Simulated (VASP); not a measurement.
Given:

```xyz
8
Lattice="-1.9776 1.9776 8.5296 1.9776 -1.9776 8.5296 1.9776 1.9776 -8.5296" Properties=species:S:1:pos:R:3 pbc="T T T"
Zr     0.0000     0.0000     2.0236
Zr     0.0000     0.0000    15.0356
Al     0.0000     1.9776     0.0000
Al     1.9776     0.0000     0.0000
Al     0.0000     1.9776     4.2648
Al     1.9776     0.0000     4.2648
Al     0.0000     0.0000     6.3950
Al     0.0000     0.0000    10.6642
```

All values below come from LDA (Ceperley-Alder, Perdew-Zunger), VASP's LDA PAW potentials (set 64) (plane waves; VASP). Settings: 400 eV cut-off, Gaussian smearing of 0.050 eV, potentials Zr_sv Al.

Q: Give the energies of bands 12 to 25 at the high-symmetry points, in eV from the Fermi level.

A: 
```json
[
 {"band": "12", "Γ": "-3.57", "X": "-5.25", "P": "-5.25", "N": "-6.51", "M": "-5.57", "S": "-6.21", "R": "-5.24"},
 {"band": "13", "Γ": "-2.83", "X": "-5.04", "P": "-5.04", "N": "-4.54", "M": "-3.06", "S": "-4.75", "R": "-5.03"},
 {"band": "14", "Γ": "-2.64", "X": "-5.03", "P": "-5.04", "N": "-4.45", "M": "-2.28", "S": "-3.91", "R": "-4.99"},
 {"band": "15", "Γ": "-2.33", "X": "-4.51", "P": "-4.22", "N": "-2.97", "M": "-2.06", "S": "-3.55", "R": "-4.37"},
 {"band": "16", "Γ": "-1.89", "X": "-3.65", "P": "-4.15", "N": "-1.96", "M": "-2.06", "S": "-1.97", "R": "-3.65"},
 {"band": "17", "Γ": "-1.89", "X": "-3.05", "P": "-2.68", "N": "-1.90", "M": "-1.44", "S": "-1.71", "R": "-3.00"},
 {"band": "18", "Γ": "-1.52", "X": "-2.43", "P": "-2.33", "N": "-1.51", "M": "-1.21", "S": "-1.47", "R": "-2.43"},
 {"band": "19", "Γ": "-1.52", "X": "-2.16", "P": "-2.33", "N": "-1.40", "M": "-1.21", "S": "-1.31", "R": "-2.19"},
 {"band": "20", "Γ": "0.15", "X": "-1.94", "P": "-1.70", "N": "-0.72", "M": "0.28", "S": "-0.83", "R": "-1.96"},
 {"band": "21", "Γ": "0.81", "X": "-1.55", "P": "-1.70", "N": "0.33", "M": "0.59", "S": "0.52", "R": "-1.54"},
 {"band": "22", "Γ": "1.01", "X": "-0.79", "P": "-1.12", "N": "1.16", "M": "0.59", "S": "1.27", "R": "-0.76"},
 {"band": "23", "Γ": "1.01", "X": "0.92", "P": "1.55", "N": "1.67", "M": "0.90", "S": "1.52", "R": "0.96"},
 {"band": "24", "Γ": "1.09", "X": "2.18", "P": "2.17", "N": "1.99", "M": "0.99", "S": "1.53", "R": "2.17"},
 {"band": "25", "Γ": "1.23", "X": "2.29", "P": "2.30", "N": "2.11", "M": "1.12", "S": "1.93", "R": "2.25"}
]
```

It has no gap at this level: it comes out as a metal or semimetal.

The compound is ZrAl3 in the sg139 structure. It was relaxed first.
